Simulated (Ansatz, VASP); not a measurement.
# Cross-check of W2N between VASP and Ansatz, part 2 of 2

One calculation is typed for both programs; each brings its own data sets. How far apart do they land? The cell is taken from a series of runs on this material, whose earlier steps may have relaxed, scaled, displaced or heated it; both programs get it as it stands.

VASP 6.6.1 and Ansatz 0.2.0.

So far: Set-up; VASP: zone-centre phonons, PBE.

### 3. Ansatz: zone-centre phonons, PBE

Level of this step: Ansatz beside VASP: Kohn-Sham DFT, plane waves, PBE (Ansatz).

Ansatz runs on its PAW soft_1 files.

The same cell, functional, mesh and smearing now go to Ansatz, which takes its cutoff from its data sets.

The input, input.yaml:

```yaml
crystal:
  lattice:
    - [2.751876888, 0.0, 0.0]
    - [-1.375938444, 2.3831952931, 0.0]
    - [0.0, 0.0, 29.6237063742]
  atoms:
    - { symbol: "N", position: [0.0, 0.0, 0.3375674831] }
    - { symbol: W, position: [0.3333333333, 0.6666666667, 0.3873323886] }
    - { symbol: W, position: [0.6666666667, 0.3333333333, 0.2878025776] }
  periodic: [true, true, false]
kpoints:
  mp_grid: { grid: [18, 18, 1] }
hamiltonian:
  xc: pbe
  pseudopotentials: { kind: paw, azcp: { folder: soft_1 } }
scf:
  occupations: { method: methfessel_paxton, width: 0.2 }
output:
  eigenvalues: true
phonons:
  method: dfpt
```

Command:

```
ansatz run input.yaml --threads 4 --pin off --max-ram 16384MiB --backend cpu --events-out ev --progress --plain --runs-dir out
```

Numbers of over 12 decimals in the logs are rounded to 6 here.

Log:

```text
Warning: crystal.symmetry: narrowed to the stabiliser of the run's FFT grids — unitary ops 12 → 6. A phonons.method: dfpt run fills in the rows of the dynamical matrix that it does not solve by its symmetry operations, which is exact only for operations that map its FFT grids onto themselves: filled in by any other, the frequencies could depend on the order in which like atoms are typed, or, by more than the grids' own error, on where the crystal sits among the grids' points. Excluded: 6 operations. The run can therefore solve more perturbations, solve them on more k-points, or both, and cost more. [rest of the remark cut]
Engine: ansatz 0.2.0, aarch64-unknown-linux-gnu
Pseudopotentials: kind: paw
Pseudopotential: N, paw, valence charge 5, recommended cutoff 420 eV (normal), soft_1/N.paw.azcp
Pseudopotential: W, paw, valence charge 14, recommended cutoff 420 eV (normal), soft_1/W.paw.azcp
Functional definition: PBE
  parameter kappa = 0.804
  parameter beta = 0.066725
  exchange = pbe_x(kappa = kappa, mu = beta*pi^2/3)
  correlation = pbe_c(beta = beta)
Crystal: 3 atoms, lattice volume = 194.280 Å³
Basis set: ecut = 420 eV, 3789 PW (Γ), exchange–correlation on 40×40×400 points (8 copies of the dense FFT grid, shifted against one another)
Bands: 21, of which v1, the nominal top of the filled ones, is band 17 counted from 1 (16 counted from 0)
Symmetry: 12 space group operations
k-points: 91 of 324 (irreducible under 2 space group operations, time reversal used)
Non-local potential: N, projectors of the file, l = 0: 2, l = 1: 2, l = 2: 1
Non-local potential: W, projectors of the file, l = 0: 3, l = 1: 2, l = 2: 2, l = 3: 1
PAW form: soft (Blöchl's): semilocal exchange-correlation on the pseudo side does not see the compensation charge
PAW one-centre angular grid: N, 110 points (default); XC on 64 Gauss nodes
PAW one-centre angular grid: W, 590 points (default); XC on 64 Gauss nodes
Initial density: superposition of atomic densities (neutral atoms: chi_scale 0, normalization atom)
Initial wavefunctions: pseudopotential atomic-orbital guess
Functional: x = pbe(κ = 0.804, μ = 0.219515), c = pbe(β = 0.066725)
SCF iter   1: F=—  HF=-21154.789037 eV  |F-HF|=—  |Δ(HF+E_count)|=         —  Δρ=5.50e-2  dr2=7.85e0  ethr=3.10e-3  ⟨swp⟩=12.0  Hψ=16086  notcnv=0
preconditioner: auto → LDOS  [metal: Δε(μ)=0.081 eV  Ē_g=8.289 eV  σ=0.200 eV  W_gap=0.33  n_scr=18 (ndim 8)  ℏωp=11.0 eV  f_vac=0.736  D(μ)=2.30/eV (n_scr^D=12)  β→1.0]
SCF iter   2: F=—  HF=-21153.150848 eV  |F-HF|=—  |Δ(HF+E_count)|=    1.64e0  S|Δr|=    0.00e0  Δρ=2.29e-2  dr2=7.24e-1  ethr=3.10e-3  ⟨swp⟩=4.2  Hψ=6444  notcnv=0  defer=23
SCF iter   3: F=—  HF=-21152.951984 eV  |F-HF|=—  |Δ(HF+E_count)|=   1.99e-1  S|Δr|=    0.00e0  Δρ=4.36e-3  dr2=4.26e-2  ethr=2.19e-3  ⟨swp⟩=3.4  Hψ=5088  notcnv=0
SCF iter   4: F=—  HF=-21152.950766 eV  |F-HF|=—  |Δ(HF+E_count)|=   1.22e-3  S|Δr|=    0.00e0  Δρ=1.53e-3  dr2=8.07e-3  ethr=1.29e-4  ⟨swp⟩=3.3  Hψ=4166  notcnv=0
SCF iter   5: F=—  HF=-21152.949553 eV  |F-HF|=—  |Δ(HF+E_count)|=   1.21e-3  S|Δr|=    0.00e0  Δρ=4.60e-4  dr2=3.92e-4  ethr=2.45e-5  ⟨swp⟩=3.9  Hψ=4367  notcnv=0
SCF iter   6: F=—  HF=-21152.949690 eV  |F-HF|=—  |Δ(HF+E_count)|=   1.37e-4  S|Δr|=    0.00e0  Δρ=1.31e-4  dr2=6.45e-5  ethr=1.19e-6  ⟨swp⟩=3.9  Hψ=4645  notcnv=0
SCF iter   7: F=—  HF=-21152.949702 eV  |F-HF|=—  |Δ(HF+E_count)|=   1.20e-5  S|Δr|=    0.00e0  Δρ=3.60e-5  dr2=5.09e-6  ethr=1.95e-7  ⟨swp⟩=3.7  Hψ=3814  notcnv=0
SCF iter   8: F=—  HF=-21152.949704 eV  |F-HF|=—  |Δ(HF+E_count)|=   1.85e-6  S|Δr|=    0.00e0  Δρ=9.20e-6  dr2=1.77e-7  ethr=1.54e-8  ⟨swp⟩=3.9  Hψ=4620  notcnv=0
SCF iter   9: F=—  HF=-21152.949675 eV  |F-HF|=—  |Δ(HF+E_count)|=   2.83e-5  S|Δr|=    0.00e0  Δρ=1.86e-6  dr2=1.45e-8  ethr=5.38e-10  ⟨swp⟩=3.9  Hψ=4563  notcnv=0
SCF iter  10: F=—  HF=-21152.949675 eV  |F-HF|=—  |Δ(HF+E_count)|=   1.94e-8  S|Δr|=    0.00e0  Δρ=4.69e-7  dr2=3.25e-10  ethr=4.40e-11  ⟨swp⟩=4.3  Hψ=4529  notcnv=0
SCF iter  11: F=—  HF=-21152.949675 eV  |F-HF|=—  |Δ(HF+E_count)|=   5.22e-9  S|Δr|=    0.00e0  Δρ=9.21e-8  dr2=1.08e-11  ethr=1.00e-12  ⟨swp⟩=4.1  Hψ=4942  notcnv=0
SCF iter  12: F=-21152.949675 eV  HF=-21152.949675 eV  |F-HF|=4.37e-11  |Δ(HF+E_count)|=  3.75e-10  S|Δr|=    0.00e0  Δρ=2.05e-8  dr2=5.45e-13  ethr=1.00e-12  ⟨swp⟩=15.5  Hψ=15896  notcnv=0
SCF 1 converged in 12 iterations: F = -21152.949675 eV  dr2 = 5.45e-13
  greatest PAW one-centre occupation: 0.999 electrons in one spin orbital (limit 2), on the W atom at site 2 (counted from 0), in its partial waves of l = 0
DFPT response loops at Γ: preconditioner auto → none (partly filled bands, converged f_vac=0.740); β = 0.50; Broyden in place of MSR1
SCF converged after 12 iterations
Stability not checked: this state was not tested for a lower state beside it, because cold or Methfessel-Paxton smearing, or corrected tetrahedra, fill the levels in a way that the test cannot read (fill_not_monotonic; see scf.lower_state_search)
Free energy (F): -21152.949675 eV
Harris-Foulkes:  -21152.949675 eV  (|F-HF|=4.37e-11)
Internal energy: -21152.950589 eV  (E = F + TS)
E sigma→0 (E₀):  -21152.949904 eV
Entropy (-TS):   0.000913 eV (0.304 meV/atom)
Fermi energy:    -5.332324 eV
--- Per-component energies (eV) ---
  E_band       = -1032.000091
  E_kinetic    = 971.476917
  E_local      = -87699.816557  (includes V_loc(G=0)·N_el)
  E_nonlocal   = -15.062452
  E_hartree    = 43295.492781
  E_xc         = -592.446280
  E_vxc        = -534.898174  (∫ρ·V_xc dr)
  E_paw        = -17283.549454  (= ΣΔE_a)
  E_vpaw       = -344.686495  (= ΣTr[D̂ρ^β])
  E_aug_tail   = 0.001140  (compensation charges beyond the density's cutoff)
  E_ewald      = 40170.953317
  E_smearing   = 0.000913  (= −TS)
  E_closure    = 0.000000  (closes the sum)
  Σ components = -21152.949675   (vs F -21152.949675, Δ=0.00e0)
--- Band table (eV; the first three rows and the last of 91) ---
  k-point 0: bands = [... 13 lower, -6.7107, -6.6919, -6.5544, -6.3097, -6.3097, -4.6330, -4.6330, -3.4319]
  k-point 1: bands = [... 13 lower, -7.0679, -6.6214, -6.5830, -6.1849, -6.1324, -4.7757, -4.6515, -3.3701]
  k-point 2: bands = [... 13 lower, -7.6252, -6.7486, -6.4679, -5.9637, -5.8150, -5.0029, -4.6286, -3.2594]
  k-point 90: bands = [... 13 lower, -7.3389, -7.0955, -6.6765, -5.2039, -4.0948, -3.6105, -2.2808, -1.8798]
--- Phonons (Γ-DFPT): 6 representative perturbations + reference, on 91 of 324 k-points (Σ response iterations 33) ---
  ASR residual: 4.153e-5 → 0.000e0 eV/Å²; symmetrization residual: 8.650e-6 eV/Å²
  The last average, over the group as it would stand without the narrowing to the FFT grids, took up to 2.144e-7 eV/Å² of the zone centre's force constants
  ASR residual per site (eV/Å²): 4.15e-5 3.28e-5 3.26e-5
  Γ frequencies (cm⁻¹): 0.00 0.00 0.00 88.53 88.53 154.96 322.03 322.03 562.87
  non-analytic LO–TO correction: not included (Born effective charges unavailable; polar crystals: no LO–TO splitting at Γ)
```

### 4. Comparison

Known differences besides the potentials themselves: Ansatz cuts the interaction across the vacuum, VASP repeats the sheet without a dipole correction; the data sets hold 33 valence electrons in Ansatz (on its PAW soft_1 files) and 17 in VASP; the cutoff is 420 eV in Ansatz and 600 eV in VASP. Total energies have different zeros and are not compared.

Both answers:

| quantity | Ansatz | VASP | difference |
| --- | --- | --- | --- |
| optical mode 1 to 2 (cm⁻¹) | 88.5 | 90.5 | -2.17 % |
| optical mode 3 (cm⁻¹) | 155.0 | 157.4 | -1.56 % |
| optical mode 4 to 5 (cm⁻¹) | 322.0 | 335.2 | -3.94 % |
| optical mode 6 (cm⁻¹) | 562.9 | 578.8 | -2.76 % |

Modes are paired by rising frequency, not by their patterns, so a pair may set unlike modes beside each other; they are those without the splitting of longitudinal modes. Where the cell holds vacuum, a pressure given here is an average over it and none of the material.

### 5. What came out

```yaml
r_m_s_difference_of_the_optical_zone_centre_modes_each_program_s_sorted_by_frequency_zone_centre_phonons_pbe: 10 cm⁻¹
difference_in_optical_mode_4_to_5_zone_centre_phonons_pbe: -3.9 %
```

**Reading.** The r.m.s. difference of the optical zone-centre modes, each program's sorted by frequency is 10 cm⁻¹ (zone-centre phonons, PBE). The data sets hold unlike numbers of valence electrons (33 in Ansatz and 17 in VASP), so part of the differences may come from the potentials. Among the rows given in per cent, the largest difference of the zone-centre phonons, PBE pair is in optical mode 4 to 5, -3.9 %. How closely two codes agree says nothing of how well the functional describes the real material.

[Lines on the potential files, build, host, timing and source positions are cut from VASP's logs without a mark.]

[Logs are printed without paths, hosts, clocks, repeated set-up lines and the standing remarks that a program may print on its own settings, such as how far it seeks lower states.]

[Hosts, paths, dates, database ids (printed as entryN), source tags and the programs' standing remarks are cut or masked in the printed files.]
